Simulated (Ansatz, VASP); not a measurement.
# Sn in two plane-wave programs, part 2 of 2

One calculation is typed for both programs; each brings its own data sets. How far apart do they land? The structure shown is the end of the Ansatz relaxation below.

VASP 6.6.1 and Ansatz 0.2.0.

So far. Step 3 (VASP: single point, PBEsol, pair 1): The run ends at a pressure of 0.31 GPa.

**6. VASP: single point, PBEsol, pair 2 (continued)**

Level of this step: PBEsol; plane waves and PAW (Sn_d) (VASP).

Numbers of over 12 decimals in the logs are rounded to 6 here.

Parts of OUTCAR (step 6):

```text
  Total       -0.0299500     -0.0299500      0.6155715      0.0000000      0.0000000      0.0000000
  in kB       -0.6944716     -0.6944716     14.2737017      0.0000000      0.0000000      0.0000000
  external PRESSURE =       4.2949195 kB  Pullay stress =       0.0000000 kB

 POSITION                                       TOTAL-FORCE (eV/Angst)
 -----------------------------------------------------------------------------------
      3.31728      3.31728      3.13948        -0.000000     -0.000000      0.000000
      4.97593      4.97593      4.70921         0.000000      0.000000     -0.000000
 -----------------------------------------------------------------------------------
    total drift:                                0.000000      0.000000      0.000000

  FREE ENERGIE OF THE ION-ELECTRON SYSTEM (eV)
  ---------------------------------------------------
  free  energy   TOTEN  =        -8.4517484036 eV

  energy  without entropy=       -8.4514751271  energy(sigma->0) =       -8.45165731

[... 1 part as in an earlier step ...]

[... 2 further parts left out ...]
[key lines of the parts left out:]
E-fermi :   5.3584
```

The run ends at a pressure of 0.43 GPa.

**7. Comparison**

Compared:

```
      quantity  Ansatz  VASP  difference
pressure (GPa)    0.50  0.43       +0.07
```

**8. Ansatz: relaxation, PBEsol**

This run makes the geometry at which the two programs are then compared. The cell compared in this pair holds 69.73 Å³, against 69.10 Å³ for the pair before.

The structure compared here is the end of the Ansatz relaxation.

Input file input.yaml:

```yaml
crystal:
  lattice:
    - [0.0, 3.2702872915, 3.2375844186]
    - [3.2702872915, 0.0, 3.2375844186]
    - [3.2702872915, 3.2702872915, 0.0]
  atoms:
    - { symbol: Sn, position: [0.5, 0.5, 0.5] }
    - { symbol: Sn, position: [0.75, 0.75, 0.75] }
  conventional_axes: [[-1, 1, 1], [1, -1, 1], [1, 1, -1]]
kpoints:
  mp_grid: { grid: [12, 12, 12] }
hamiltonian:
  xc: pbesol
  pseudopotentials: { kind: paw, azcp: { folder: soft_1 }, xc_functional: pbe }
scf:
  occupations: { method: methfessel_paxton, width: 0.2 }
output:
  forces: true
  stress: true
  eigenvalues: true
relax:
  adjacent_minimum: "off"
  f_tol: 0.001
  max_steps: 60
  cell: { stress_tol: 0.01, fix: [c, angles] }
```

On the command line:

```console
$ ansatz run input.yaml --threads 4 --pin off --max-ram 10240MiB --backend cpu --events-out ev --progress --plain --runs-dir out
```

Output:

```text
[...]
Crystal: 2 atoms, lattice volume = 69.250 Å³
Basis set: ecut = 420 eV, 1363 PW (Γ), exchange–correlation on 64×64×64 points (8 copies of the dense FFT grid, shifted against one another)
Bands: 18, of which v1, the nominal top of the filled ones, is band 14 counted from 1 (13 counted from 0)
Symmetry: 16 space group operations
[...]
k-points: 163 of 1728
[...]
k-point 162: bands = [... 10 lower, 0.0384, 0.0384, 5.0210, 5.0210, 8.1984, 8.1984, 15.0596, 15.0596]
--- Relaxed structure (3 steps of the walk, 3 accepted, 1 SCFs on fresh bases) ---
[...]
cell:  # Å, volume = 69.7268 Å³
    - [0, 3.281514, 3.2375844186]
    - [3.281514, 0, 3.2375844186]
    - [3.281514, 3.281514, 0]
  atoms:
    - { symbol: Sn, position: [0.5, 0.5, 0.5] }
    - { symbol: Sn, position: [0.75, 0.75, 0.75] }
[key lines of the parts left out:]
SCF converged after 6 iterations
Free energy (F): -11899.645403 eV
Fermi energy:    7.455795 eV
P = ⅓ Tr σ = 0.1302 GPa (1.302 kbar)
```

**9. VASP: single point, PBEsol, pair 3**

The same cell, functional, mesh and smearing now go to VASP, with its own data sets.

Input file INCAR:

```
SYSTEM = Sn
PREC = Accurate
ENCUT = 500
EDIFF = 1E-06
NELM = 120
ISMEAR = 1
SIGMA = 0.2
LREAL = .FALSE.
ALGO = Normal
GGA = PS
NBANDS = 20
LORBIT = 11
LWAVE = .FALSE.
LCHARG = .FALSE.
ISIF = 2
LASPH = .TRUE.
GGA_COMPAT = .FALSE.
KPAR = 2
```

Input file POSCAR:

```
Sn
1.0
    0.0000000000      3.2815136712      3.2375844186
    3.2815136712      0.0000000000      3.2375844186
    3.2815136712      3.2815136712      0.0000000000
Sn
2
Direct
    0.5000000000      0.5000000000      0.5000000000
    0.7500000000      0.7500000000      0.7500000000
```

Input file KPOINTS:

```
Automatic mesh
0
Gamma
12 12 12
0 0 0
```

Potentials, in the order of the species: Sn_d (PBE family, release 64).

On the command line:

```console
$ mpirun -np 2 vasp_std
```

Output:

```text
[... set-up lines as in an earlier step ...]
 entering main loop
       N       E                     dE             d eps       ncg     rms          rms(c)
DAV:   1     0.219578605439E+03    0.21958E+03   -0.14730E+04  6564   0.198E+03
DAV:   2     0.144363038014E+02   -0.20514E+03   -0.20134E+03  6544   0.437E+02
DAV:   3    -0.782484250079E+01   -0.22261E+02   -0.22135E+02  7480   0.141E+02
DAV:   4    -0.853863130838E+01   -0.71379E+00   -0.71342E+00  7356   0.286E+01
[...]
DAV:  10    -0.846446829299E+01   -0.61934E-05   -0.17944E-05  8396   0.417E-02    0.545E-03
DAV:  11    -0.846446986064E+01   -0.15676E-05   -0.29193E-06  5648   0.996E-03    0.488E-04
DAV:  12    -0.846446982470E+01    0.35948E-07   -0.10386E-07  4476   0.391E-03
   1 F= -.84644698E+01 E0= -.84643148E+01  d E =-.465188E-03
```

Parts of OUTCAR (step 9):

```text
  Total       -0.0298462     -0.0298462      0.1422683      0.0000000     -0.0000000      0.0000000
  in kB       -0.6858037     -0.6858037      3.2690314      0.0000000     -0.0000000      0.0000000
  external PRESSURE =       0.6324746 kB  Pullay stress =       0.0000000 kB

 POSITION                                       TOTAL-FORCE (eV/Angst)
 -----------------------------------------------------------------------------------
      3.28151      3.28151      3.23758        -0.000000     -0.000000      0.000000
      4.92227      4.92227      4.85638         0.000000      0.000000      0.000000
 -----------------------------------------------------------------------------------
    total drift:                                0.000000      0.000000      0.000000

  FREE ENERGIE OF THE ION-ELECTRON SYSTEM (eV)
  ---------------------------------------------------
  free  energy   TOTEN  =        -8.4644698247 eV

  energy  without entropy=       -8.4640046365  energy(sigma->0) =       -8.46431476

[... 1 part as in an earlier step ...]

[... 2 further parts left out ...]
[key lines of the parts left out:]
E-fermi :   5.2595
```

The run ends at a pressure of 0.06 GPa.

**10. Comparison**

The two programs side by side:

```
      quantity  Ansatz  VASP  difference
pressure (GPa)    0.13  0.06       +0.07
```

**11. Summary of results**

* difference in pressure (single point, PBEsol, pair 1): 0.066 GPa
* difference in pressure (single point, PBEsol, pair 2): 0.067 GPa
* difference in pressure (single point, PBEsol, pair 3): 0.067 GPa

In words: The difference in pressure is 0.067 GPa (single point, PBEsol, pair 3), within the 1 GPa picked in this series as the mark of a large difference. 5 further runs of this series are not shown here. How closely two codes agree says nothing of how well the functional describes the real material.

[Lines on the potential files, build, host, timing and source positions are cut from VASP's logs without a mark.]

[Logs are printed without paths, hosts, clocks, repeated set-up lines and the standing remarks that a program may print on its own settings, such as how far it seeks lower states.]

[Hosts, paths, dates, database ids (printed as entryN), source tags and the programs' standing remarks are cut or masked in the printed files.]
